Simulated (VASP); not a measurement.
Output of a VASP run:

File OUTCAR:
```
 ion  position               nearest neighbor table
   1  0.333  0.667  0.250-   4 2.37   5 2.37   4 2.37   5 2.37   4 2.37   5 2.37
   2  0.667  0.333  0.750-   3 2.37   6 2.37   3 2.37   6 2.37   3 2.37   6 2.37
   3  0.333  0.667  0.874-   2 2.37   2 2.37   2 2.37
   4  0.667  0.333  0.374-   1 2.37   1 2.37   1 2.37
   5  0.667  0.333  0.126-   1 2.37   1 2.37   1 2.37
   6  0.333  0.667  0.626-   2 2.37   2 2.37   2 2.37
  LATTYP: Found a hexagonal cell.
 ALAT       =     3.1108185091
 C/A-ratio  =     4.0022527401
 Subroutine PRICEL returns:
 Original cell was already a primitive cell.
 Subroutine GETGRP returns: Found 24 space group operations
The static configuration has the point symmetry D_3d.
 The point group associated with its full space group is D_6h.
The dynamic configuration has the point symmetry D_3d.
 Subroutine INISYM returns: Found 24 space group operations
 Subroutine IBZKPT returns following result:
 Found     28 irreducible k-points:

 Following reciprocal coordinates:
            Coordinates               Weight
  0.000000  0.000000  0.000000      1.000000
  0.100000 -0.000000  0.000000      6.000000
  0.200000 -0.000000  0.000000      6.000000
  0.300000  0.000000  0.000000      6.000000
  0.400000 -0.000000  0.000000      6.000000
  0.500000  0.000000  0.000000      3.000000
  0.100000  0.100000  0.000000      6.000000
  0.200000  0.100000  0.000000     12.000000
  0.300000  0.100000  0.000000     12.000000
  0.400000  0.100000  0.000000     12.000000
  0.200000  0.200000  0.000000      6.000000
  0.300000  0.200000  0.000000     12.000000
  0.400000  0.200000  0.000000      6.000000
  0.300000  0.300000  0.000000      6.000000
  0.000000  0.000000  0.500000      1.000000
  0.100000 -0.000000  0.500000      6.000000
  0.200000 -0.000000  0.500000      6.000000
  0.300000  0.000000  0.500000      6.000000
  0.400000 -0.000000  0.500000      6.000000
  0.500000  0.000000  0.500000      3.000000
  0.100000  0.100000  0.500000      6.000000
  0.200000  0.100000  0.500000     12.000000
  0.300000  0.100000  0.500000     12.000000
  0.400000  0.100000  0.500000     12.000000
  0.200000  0.200000  0.500000      6.000000
  0.300000  0.200000  0.500000     12.000000
  0.400000  0.200000  0.500000      6.000000
  0.300000  0.300000  0.500000      6.000000
   k-points           NKPTS =     28   k-points in BZ     NKDIM =     28   number of bands    NBANDS=     31
   number of dos      NEDOS =    301   number of ions     NIONS =      6
   total plane-waves  NPLWV =  55296
   dimension x,y,z NGX =    24 NGY =   24 NGZ =   96
   dimension x,y,z NGXF=    48 NGYF=   48 NGZF=  192
   ions per type =               2   4
   PREC   = accura    normal or accurate (medium, high low for compatibility)
   ISTART =      0    job   : 0-new  1-cont  2-samecut
   ICHARG =      2    charge: 1-file 2-atom 10-const
   ISPIN  =      1    spin polarized calculation?
   LNONCOLLINEAR =      F non collinear calculations
   LSORBIT =      F    spin-orbit coupling
   INIWAV =      1    electr: 0-lowe 1-rand  2-diag
   ENCUT  =  520.0 eV  38.22 Ry    6.18 a.u.   5.78  5.78 23.15*2*pi/ulx,y,z
   NELM   =    100;   NELMIN=  2; NELMDL= -5     # of ELM steps
   EDIFF  = 0.1E-06   stopping-criterion for ELM
   LREAL  =      F    real-space projection
   NLSPLINE    = F    spline interpolate recip. space projectors
   LMAXMIX     =    4 max onsite mixed and CHGCAR
   VOSKOWN=      0    Vosko Wilk Nusair interpolation
   EDIFFG = -.1E-01   stopping-criterion for IOM
   NSW    =     30    number of steps for IOM
   NBLOCK =      1;   KBLOCK =     30    inner block; outer block
   IBRION =      2    ionic relax: 0-MD 1-quasi-New 2-CG
   NFREE  =      1    steps in history (QN), initial steepest desc. (CG)
   ISIF   =      4    stress and relaxation
   ISYM   =      2    0-nonsym 1-usesym 2-fastsym
   TEIN   =    0.0    initial temperature
   TEBEG  =    0.0;   TEEND  =   0.0 temperature during run
   SMASS  =  -3.00    Nose mass-parameter (am)
...
```

### OSZICAR
```
...
DAV:   1    -0.469373186725E+02   -0.55753E-01   -0.24781E+00  1744   0.996E+00    0.173E+00
DAV:   2    -0.469034477218E+02    0.33871E-01   -0.21917E-01  2018   0.266E+00    0.103E+00
DAV:   3    -0.468963301813E+02    0.71175E-02   -0.18972E-02  2064   0.848E-01    0.362E-01
DAV:   4    -0.468935568293E+02    0.27734E-02   -0.96203E-03  1968   0.514E-01    0.231E-01
DAV:   5    -0.468935713228E+02   -0.14494E-04   -0.59092E-04  2031   0.133E-01    0.715E-02
DAV:   6    -0.468935211470E+02    0.50176E-04   -0.23913E-04  2200   0.771E-02    0.288E-02
DAV:   7    -0.468935214917E+02   -0.34471E-06   -0.44486E-05  2250   0.348E-02    0.179E-02
DAV:   8    -0.468935216848E+02   -0.19316E-06   -0.10517E-05  2141   0.184E-02    0.401E-03
DAV:   9    -0.468935215131E+02    0.17173E-06   -0.17653E-06  1973   0.661E-03    0.273E-03
DAV:  10    -0.468935215724E+02   -0.59276E-07   -0.95274E-08  1309   0.171E-03
   4 F= -.46893522E+02 E0= -.46893522E+02  d E =-.119560E-01
       N       E                     dE             d eps       ncg     rms          rms(c)
DAV:   1    -0.469440163311E+02   -0.50495E-01   -0.26460E+00  1744   0.103E+01    0.178E+00
DAV:   2    -0.469080822899E+02    0.35934E-01   -0.23050E-01  2003   0.273E+00    0.106E+00
DAV:   3    -0.469005812281E+02    0.75011E-02   -0.19787E-02  2107   0.867E-01    0.372E-01
DAV:   4    -0.468976524911E+02    0.29287E-02   -0.10075E-02  1947   0.525E-01    0.237E-01
DAV:   5    -0.468976667445E+02   -0.14253E-04   -0.64061E-04  2045   0.137E-01    0.722E-02
DAV:   6    -0.468976161026E+02    0.50642E-04   -0.24351E-04  2194   0.775E-02    0.291E-02
DAV:   7    -0.468976164547E+02   -0.35208E-06   -0.46292E-05  2279   0.353E-02    0.181E-02
DAV:   8    -0.468976165765E+02   -0.12183E-06   -0.11363E-05  2092   0.190E-02    0.420E-03
DAV:   9    -0.468976163641E+02    0.21241E-06   -0.19044E-06  2050   0.688E-03    0.279E-03
DAV:  10    -0.468976164236E+02   -0.59556E-07   -0.10042E-07  1253   0.175E-03
   5 F= -.46897616E+02 E0= -.46897616E+02  d E =-.160508E-01
       N       E                     dE             d eps       ncg     rms          rms(c)
DAV:   1    -0.468976879094E+02   -0.71545E-04   -0.41243E-03  1736   0.407E-01    0.733E-02
DAV:   2    -0.468976327229E+02    0.55187E-04   -0.36527E-04  1996   0.109E-01    0.426E-02
DAV:   3    -0.468976205464E+02    0.12177E-04   -0.31661E-05  2020   0.348E-02    0.151E-02
DAV:   4    -0.468976158907E+02    0.46556E-05   -0.16205E-05  1940   0.211E-02    0.101E-02
DAV:   5    -0.468976158762E+02    0.14533E-07   -0.10661E-06  1779   0.573E-03    0.301E-03
DAV:   6    -0.468976157508E+02    0.12539E-06   -0.49508E-07  1680   0.374E-03    0.133E-03
DAV:   7    -0.468976157352E+02    0.15667E-07   -0.68770E-08   973   0.177E-03
   6 F= -.46897616E+02 E0= -.46897616E+02  d E =-.160502E-01
       N       E                     dE             d eps       ncg     rms          rms(c)
DAV:   1    -0.468976186189E+02   -0.28681E-05   -0.25600E-03  1771   0.213E-01    0.550E-02
DAV:   2    -0.468976265825E+02   -0.79636E-05   -0.12472E-04  2048   0.489E-02    0.228E-02
DAV:   3    -0.468976256809E+02    0.90164E-06   -0.44611E-06  2060   0.124E-02    0.163E-02
DAV:   4    -0.468976256887E+02   -0.78044E-08   -0.45989E-06  2120   0.114E-02    0.514E-03
DAV:   5    -0.468976252678E+02    0.42086E-06   -0.20569E-06  1904   0.741E-03    0.743E-04
DAV:   6    -0.468976252916E+02   -0.23754E-07   -0.11915E-07  1116   0.174E-03
   7 F= -.46897625E+02 E0= -.46897625E+02  d E =-.955640E-05
```

### OUTCAR
```
------------------------ aborting loop because EDIFF is reached ----------------------------------------
  FORCE on cell =-STRESS in cart. coord.  units (eV):
  Direction    XX          YY          ZZ          XY          YZ          ZX
  --------------------------------------------------------------------------------------
  Total        0.5230548      0.5230546      0.4832588     -0.0000000      0.0000000     -0.0000000
  in kB        8.0315349      8.0315330      7.4204652     -0.0000000      0.0000000     -0.0000000
  external PRESSURE =       7.8278444 kB  Pullay stress =       0.0000000 kB
  volume of cell :      104.34
      direct lattice vectors                 reciprocal lattice vectors
     1.567125609 -2.714340865  0.000000000     0.319055471 -0.184206783  0.000000000
     1.567125609  2.714340865 -0.000000000     0.319055471  0.184206783 -0.000000000
     0.000000000  0.000000000 12.264814905     0.000000000  0.000000000  0.081534047
 POSITION                                       TOTAL-FORCE (eV/Angst)
 -----------------------------------------------------------------------------------
      1.56713      0.90478      3.06620         0.000000     -0.000000      0.000000
      1.56713     -0.90478      9.19861        -0.000000      0.000000      0.000000
      1.56713      0.90478     10.75895        -0.000000      0.000000     -0.004492
      1.56713     -0.90478      4.62654        -0.000000     -0.000000     -0.004492
      1.56713     -0.90478      1.50587        -0.000000      0.000000      0.004492
      1.56713      0.90478      7.63827         0.000000      0.000000      0.004492
 -----------------------------------------------------------------------------------
    total drift:                                0.000000      0.001585     -0.000029
  FREE ENERGIE OF THE ION-ELECTRON SYSTEM (eV)
  ---------------------------------------------------
  free  energy   TOTEN  =       -46.8976252916 eV

  energy  without entropy=      -46.8976252916  energy(sigma->0) =      -46.89762529

 reached required accuracy - stopping structural energy minimisation
```
(Selected blocks of OUTCAR.)

POSCAR:
```
MoS2
1
    1.5554093709    -2.6940477883     0.0000000000
    1.5554093709     2.6940477883     0.0000000000
    0.0000000000     0.0000000000    12.4502819020
Mo S
2 4
Direct
  0.3333330000   0.6666670000   0.2500000000
  0.6666670000   0.3333330000   0.7500000000
  0.3333330000   0.6666670000   0.8738888999
  0.6666670000   0.3333330000   0.3738888999
  0.6666670000   0.3333330000   0.1261111001
  0.3333330000   0.6666670000   0.6261111001
```

**Question.** Reconstruct the remaining input files.

**Answer.** Several could match; the one computed here: the input of the run itself, PBEsol GGA, plane waves, VASP's PBE PAW potentials (set 64).

INCAR:
```
ALGO=Normal
EDIFF=1E-7
EDIFFG=-0.01
ENCUT=520
GGA=PS
IBRION=2
ISIF=4
ISMEAR=0
LASPH=.TRUE.
LCHARG=.FALSE.
LMAXMIX=4
LREAL=.FALSE.
LWAVE=.FALSE.
NELM=100
NSW=30
PREC=Accurate
SIGMA=0.05
SYSTEM=MoS2
```

**KPOINTS**
```
Automatic mesh
0
Gamma
10 10 2
0 0 0
```

POTCAR, in this order: Mo_sv S (PBE.64 set). Program: vasp_std.

Without a dispersion term in the relaxation, distances and binding between the weakly bound layers, chains or molecules are unreliable, and so is what depends on them.

The compound is MoS2 in the 2H layered structure. This cell is one point of a volume scan, at 0.97 of the reference volume. Symmetry was kept, so distortions that lower it aren't found.
